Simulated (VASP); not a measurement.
# AlN: GW quasiparticle gap, part 3 of 3

How does the gap of AlN change from the starting functional to GW? The cell is of the zinc-blende type, one of the forms listed for this formula. The start is a computed cell from the Materials Project.

VASP 6.6.1, plane waves and PAW; the level of theory is named at each step.

So far, gap on the k-mesh (eV): step 3 (empty bands) 3.31.

## 4. evGW0 (continued)

Level of this step: evGW0 on PBE; plane waves and PAW (Al_GW, N_GW) (VASP).

OUTCAR, selected parts (step 4):

```text
The static configuration has the point symmetry T_d .

 Found     16 irreducible k-points:

   k-points           NKPTS =     16   k-points in BZ     NKDIM =    216   number of bands    NBANDS=    116

   NELECT =       8.0000    total number of electrons

 E-fermi :   6.6098

 QP shifts <psi_nk| G(iteration)W_0 |psi_nk>: iteration 1
 for sc-GW calculations column KS-energies equals QP-energies in previous step
 and V_xc(KS)=  KS-energies - (<T + V_ion + V_H > + <T+V_H+V_ion>^1  + <V_x>^1)
 k-point   1 :       0.0000    0.0000    0.0000
  band No.  KS-energies  QP-energies   sigma(KS)   V_xc(KS)     V^pw_x(r,r')   Z            occupation Imag(sigma)
      1     -10.0369     -11.6146     -16.9711     -14.7944     -24.7739       0.7248       2.0000       1.2679
      2       4.9525       3.9904     -18.0008     -16.7599     -20.7766       0.7754       2.0000       0.0821
      3       4.9525       3.9904     -18.0008     -16.7599     -20.7766       0.7754       2.0000       0.0821
      4       4.9525       3.9904     -18.0008     -16.7599     -20.7766       0.7754       2.0000       0.0821
      5       9.1393       9.8141     -11.6693     -12.5058      -7.8648       0.8067       0.0000      -0.0635
      6      17.5014      18.4285      -9.1175     -10.2759      -4.0489       0.8003       0.0000      -0.1198
      7      17.5014      18.4285      -9.1175     -10.2759      -4.0489       0.8003       0.0000      -0.1198
      8      17.5014      18.4285      -9.1175     -10.2759      -4.0489       0.8003       0.0000      -0.1198
    ...

 k-point   2 :       0.1667    0.0000    0.0000
  band No.  KS-energies  QP-energies   sigma(KS)   V_xc(KS)     V^pw_x(r,r')   Z            occupation Imag(sigma)
      1      -9.6397     -11.1852     -17.1465     -15.0025     -24.8824       0.7208       2.0000       1.2088
      2       3.0965       1.9865     -16.5969     -15.1461     -19.5751       0.7651       2.0000       0.0890
      3       4.8201       3.8403     -17.9192     -16.6541     -20.7257       0.7745       2.0000       0.0821
      4       4.8201       3.8403     -17.9192     -16.6541     -20.7257       0.7745       2.0000       0.0821
      5      10.5619      11.3339     -12.2937     -13.2611      -8.3273       0.7980       0.0000      -0.0627
      6      16.5923      17.5193      -9.7575     -10.9224      -4.7102       0.7958       0.0000      -0.1208
      7      17.6686      18.5804      -9.1859     -10.3306      -4.0135       0.7966       0.0000      -0.1406
      8      17.6686      18.5804      -9.1859     -10.3306      -4.0135       0.7966       0.0000      -0.1406
    ...

 k-point   3 :       0.3333    0.0000    0.0000
  band No.  KS-energies  QP-energies   sigma(KS)   V_xc(KS)     V^pw_x(r,r')   Z            occupation Imag(sigma)
      1      -8.6540     -10.1626     -17.7528     -15.6658     -25.3219       0.7228       2.0000       1.0696
      2       0.3998      -0.8843     -15.2685     -13.5248     -18.9720       0.7364       2.0000       0.1455
      3       4.5801       3.5714     -17.7988     -16.4920     -20.6652       0.7718       2.0000       0.0826
      4       4.5801       3.5714     -17.7988     -16.4920     -20.6652       0.7718       2.0000       0.0826
      5      11.9551      12.7670     -11.1562     -12.1702      -6.7842       0.8007       0.0000      -0.0756
      6      15.3477      16.2678     -11.2104     -12.4060      -6.0140       0.7696       0.0000      -0.1334
      7      16.6777      17.4792      -8.9123      -9.9107      -3.9007       0.8027       0.0000      -0.1341
      8      16.6777      17.4792      -8.9123      -9.9107      -3.9007       0.8027       0.0000      -0.1341
    ...

 QP shifts <psi_nk| G(iteration)W_0 |psi_nk>: iteration 2
 k-point   1 :       0.0000    0.0000    0.0000
  band No. old QP-enery  QP-energies   sigma(KS)   T+V_ion+V_H  V^pw_x(r,r')   Z            occupation Imag(sigma)
      1     -11.6146     -11.9897     -16.8955       4.7575     -24.7739       0.7166       2.0000       1.3040
      2       3.9904       3.8096     -17.9549      21.7124     -20.7766       0.7764       2.0000       0.0819
      3       3.9904       3.8096     -17.9549      21.7124     -20.7766       0.7764       2.0000       0.0819
      4       3.9904       3.8096     -17.9549      21.7124     -20.7766       0.7764       2.0000       0.0819
      5       9.8141       9.8921     -11.7350      21.6451      -7.8648       0.8125       0.0000      -0.0655
      6      18.4285      18.5736      -9.1679      27.7773      -4.0489       0.8017       0.0000      -0.1245
      7      18.4285      18.5736      -9.1679      27.7773      -4.0489       0.8017       0.0000      -0.1245
      8      18.4285      18.5736      -9.1679      27.7773      -4.0489       0.8017       0.0000      -0.1245
    ...

 QP shifts <psi_nk| G(iteration)W_0 |psi_nk>: iteration 3
 k-point   1 :       0.0000    0.0000    0.0000
  band No. old QP-enery  QP-energies   sigma(KS)   T+V_ion+V_H  V^pw_x(r,r')   Z            occupation Imag(sigma)
      1     -11.9897     -12.0842     -16.8796       4.7575     -24.7739       0.7136       2.0000       1.3157
      2       3.8096       3.7740     -17.9487      21.7124     -20.7766       0.7764       2.0000       0.0816
      3       3.8096       3.7740     -17.9487      21.7124     -20.7766       0.7764       2.0000       0.0816
      4       3.8096       3.7740     -17.9487      21.7124     -20.7766       0.7764       2.0000       0.0816
      5       9.8921       9.8990     -11.7445      21.6451      -7.8648       0.8128       0.0000      -0.0654
      6      18.5736      18.5966      -9.1751      27.7773      -4.0489       0.8022       0.0000      -0.1251
      7      18.5736      18.5966      -9.1751      27.7773      -4.0489       0.8022       0.0000      -0.1251
      8      18.5736      18.5966      -9.1751      27.7773      -4.0489       0.8022       0.0000      -0.1251
    ...

 QP shifts <psi_nk| G(iteration)W_0 |psi_nk>: iteration 4
 k-point   1 :       0.0000    0.0000    0.0000
  band No. old QP-enery  QP-energies   sigma(KS)   T+V_ion+V_H  V^pw_x(r,r')   Z            occupation Imag(sigma)
      1     -12.0842     -12.1070     -16.8737       4.7575     -24.7739       0.7129       2.0000       1.3198
      2       3.7740       3.7667     -17.9479      21.7124     -20.7766       0.7765       2.0000       0.0815
      3       3.7740       3.7667     -17.9479      21.7124     -20.7766       0.7765       2.0000       0.0815
      4       3.7740       3.7667     -17.9479      21.7124     -20.7766       0.7765       2.0000       0.0815
      5       9.8990       9.8991     -11.7460      21.6451      -7.8648       0.8130       0.0000      -0.0654
      6      18.5966      18.6001      -9.1763      27.7773      -4.0489       0.8024       0.0000      -0.1251
      7      18.5966      18.6001      -9.1763      27.7773      -4.0489       0.8024       0.0000      -0.1251
      8      18.5966      18.6001      -9.1763      27.7773      -4.0489       0.8024       0.0000      -0.1251
    ...

[... 7 parts as in an earlier step ...]

[... 26 further parts left out ...]
```

This step gave:

- quasiparticle gap on the mesh: 4.992 eV
- smallest direct quasiparticle gap on the mesh: 6.132 eV
- gap of the starting orbitals on the mesh: 3.315 eV

QP gap by iteration, by row:

```csv
iteration,gap (eV),direct gap (eV)
1,4.702,5.824
2,4.941,6.082
3,4.984,6.125
4,4.992,6.132
```

GW takes the gap from 3.315 to 4.992 eV. The last pass still moved it by +8 meV. The value holds for 116 bands, ENCUTGW = 180 eV and this mesh, and isn't shown to be converged in them.

## 5. What came out

| Property | Result |
| --- | --- |
| evGW0 on PBE, 116 bands, ENCUTGW 180 eV, NOMEGA 48, mesh 6×6×6 | 3.315 → 4.992 eV |

**Reading.** evGW0 gives a quasiparticle gap of 4.992 eV on the mesh, 1.68 eV over the PBE gap on the same mesh. On mesh and path the starting valence top lies at Γ, or a path point next to it and level with it, and the conduction bottom at (0.5, 0.5, 0), so the starting gap is indirect. At the starting level the gap on the GW mesh lies within 20 meV of that on the path. In evGW0 the first pass, which is the one-shot result, gives 4.702 eV and pass 4 gives 4.992 eV; the last pass changed the gap by +8 meV, so the loop is converged. Bands, response cutoff and mesh weren't tested for convergence. Not tabulated here, as repeats of values shown or as unfit to read for their mesh, reference level or band range: eps2 curves (empty bands); eps1 curves and static values (empty bands).

[Lines on the potential files, build, host, timing and source positions are cut from VASP's logs without a mark.]

[Logs are printed without paths, hosts, clocks, repeated set-up lines and the standing remarks that a program may print on its own settings, such as how far it seeks lower states.]

[Hosts, paths, dates, database ids (printed as entryN), source tags and the programs' standing remarks are cut or masked in the printed files.]

[Pressures printed for these runs are not shown converged in the cutoff: they can be off by several GPa and have the wrong sign.]
